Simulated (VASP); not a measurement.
Computed with PBE GGA, VASP's PBE PAW potentials (set 64) (plane waves; VASP).

Input for VASP

INCAR:
```
LREAL  =  .False.   ! projection in real space or not
PREC  =  Accurate
LCHARG  =  .False.
EDIFF  =  1E-6   ! SCF stop (eV)
ALGO  =  Normal   ! blocked Davidson
NELM  =  100   ! most electronic steps
GGA  =  PE   ! PBE
LWAVE  =  .False.
LMAXMIX  =  6
ISIF  =  2
SIGMA  =  0.2
LASPH  =  .True.   ! aspherical one-centre terms
SYSTEM  =  TaN
ENCUT  =  400   ! plane-wave cut-off (eV)
ISMEAR  =  0   ! Gaussian
```

POSCAR:
```
TaN
1.0
  0.0000000000   2.2113250000   2.2113250000
  2.2113250000   0.0000000000   2.2113250000
  2.2113250000   2.2113250000   0.0000000000
Ta N
1 1
Cart
  2.2113250000   2.2113250000   2.2113250000
  0.0000000000   0.0000000000   0.0000000000
```

File KPOINTS:
```
Automatic mesh
0
G
  4 4 4
```

POTCAR, in this order: Ta_pv N (PBE.64 set). Program: vasp_std.

The resulting files:

### OSZICAR
```
       N       E                     dE             d eps       ncg     rms          rms(c)
DAV:   1     0.756700216997E+02    0.75670E+02   -0.78963E+03   200   0.115E+03
DAV:   2    -0.215318309044E+02   -0.97202E+02   -0.91059E+02   216   0.298E+02
DAV:   3    -0.247386698469E+02   -0.32068E+01   -0.31275E+01   228   0.502E+01
DAV:   4    -0.247930194435E+02   -0.54350E-01   -0.53578E-01   236   0.486E+00
DAV:   5    -0.247935884593E+02   -0.56902E-03   -0.56871E-03   232   0.451E-01    0.239E+01
DAV:   6    -0.219810040786E+02    0.28126E+01   -0.13996E+01   208   0.328E+01    0.103E+01
DAV:   7    -0.218356520449E+02    0.14535E+00   -0.62501E-01   212   0.707E+00    0.708E+00
DAV:   8    -0.218069861497E+02    0.28666E-01   -0.12980E-01   216   0.358E+00    0.962E-01
DAV:   9    -0.218029900291E+02    0.39961E-02   -0.17135E-02   228   0.101E+00    0.250E-01
DAV:  10    -0.218029852948E+02    0.47343E-05   -0.14545E-03   212   0.372E-01    0.453E-02
DAV:  11    -0.218029698135E+02    0.15481E-04   -0.70659E-05   212   0.835E-02    0.911E-03
DAV:  12    -0.218030039105E+02   -0.34097E-04   -0.29315E-06   196   0.177E-02    0.317E-03
DAV:  13    -0.218030151271E+02   -0.11217E-04   -0.98726E-05   112   0.361E-03    0.193E-03
DAV:  14    -0.218030151365E+02   -0.94383E-08   -0.83012E-07   108   0.253E-03
   1 F= -.21803015E+02 E0= -.21785261E+02  d E =-.355079E-01
```

File OUTCAR:
```
------------------------ aborting loop because EDIFF is reached ----------------------------------------
  FORCE on cell =-STRESS in cart. coord.  units (eV):
  Direction    XX          YY          ZZ          XY          YZ          ZX
  --------------------------------------------------------------------------------------
  Total       -0.3615191     -0.3615191     -0.3615191     -0.0000000     -0.0000000      0.0000000
  in kB      -26.7826813    -26.7826813    -26.7826813     -0.0000000     -0.0000000      0.0000000
  external PRESSURE =     -26.7826813 kB  Pullay stress =       0.0000000 kB
  volume of cell :       21.63
      direct lattice vectors                 reciprocal lattice vectors
     0.000000000  2.211325000  2.211325000    -0.226108781  0.226108781  0.226108781
     2.211325000  0.000000000  2.211325000     0.226108781 -0.226108781  0.226108781
     2.211325000  2.211325000  0.000000000     0.226108781  0.226108781 -0.226108781
 POSITION                                       TOTAL-FORCE (eV/Angst)
 -----------------------------------------------------------------------------------
      2.21132      2.21132      2.21132         0.000000     -0.000000     -0.000000
      0.00000      0.00000      0.00000        -0.000000      0.000000      0.000000
 -----------------------------------------------------------------------------------
    total drift:                                0.000000      0.000000      0.000000
  FREE ENERGIE OF THE ION-ELECTRON SYSTEM (eV)
  ---------------------------------------------------
  free  energy   TOTEN  =       -21.8030151365 eV

  energy  without entropy=      -21.7675072710  energy(sigma->0) =      -21.78526120
```
(Selected blocks of OUTCAR.)

### OUTCAR
```
 val. band max:        8.9960561483   @ k =   0.2500   0.0000   0.0000

 cond. band min:       9.1707536130   @ k =  -0.2500   0.5000   0.2500


 Fermi energy:         9.1649969768

 k-point     1 :       0.0000    0.0000    0.0000
  band No.  band energies     occupation
      1     -26.4013      2.00000
      2     -26.4013      2.00000
      3     -26.4013      2.00000
      4      -9.4285      2.00000
      5       5.5046      2.00000
      6       5.5046      2.00000
      7       5.5046      2.00000
      8       7.3194      2.00000
      9       7.3194      2.00000
     10       7.3194      2.00000
     11       9.4387      0.05299
     12       9.4387      0.05299

 k-point     2 :       0.2500    0.0000    0.0000
  band No.  band energies     occupation
      1     -26.8178      2.00000
      2     -26.4407      2.00000
      3     -26.4407      2.00000
      4      -8.1514      2.00000
      5       1.7405      2.00000
      6       3.1213      2.00000
      7       3.1213      2.00000
      8       8.5986      1.99994
      9       8.9961      1.76776
     10       8.9961      1.76775
     11      13.1824      0.00000
     12      13.1824      0.00000

 k-point     3 :       0.5000    0.0000    0.0000
  band No.  band energies     occupation
      1     -27.2036      2.00000
      2     -26.4797      2.00000
      3     -26.4797      2.00000
      4      -6.5243      2.00000
      5      -0.9061      2.00000
      6       1.8635      2.00000
      7       1.8635      2.00000
      8      11.2339      0.00000
      9      11.2339      0.00000
     10      11.2932      0.00000
     11      13.1235      0.00000
     12      16.7150      0.00000

 k-point     4 :       0.2500    0.2500    0.0000
  band No.  band energies     occupation
      1     -26.7758      2.00000
      2     -26.5357      2.00000
      3     -26.5357      2.00000
      4      -8.1994      2.00000
      5       1.3142      2.00000
      6       4.4695      2.00000
...
```

At this cut-off the stress carries a Pulay error, which pulls relaxed volumes low.  Unless said otherwise, spin-orbit coupling is left out, though it shifts the bands of the heavy elements here.

The structure comes from a computed database's TaN entry; how it stands against other phases isn't given here. The cell was not relaxed at this level. The k-mesh is coarse (spacing up to 0.62 per Å, 2π included), so the numbers may not be converged in it. The run is one of a series of settings (KPOINTS 4×4×4 Γ-centred mesh against the base run), some of them coarse on purpose. VASP warned that the highest band is occupied, so more bands are needed.
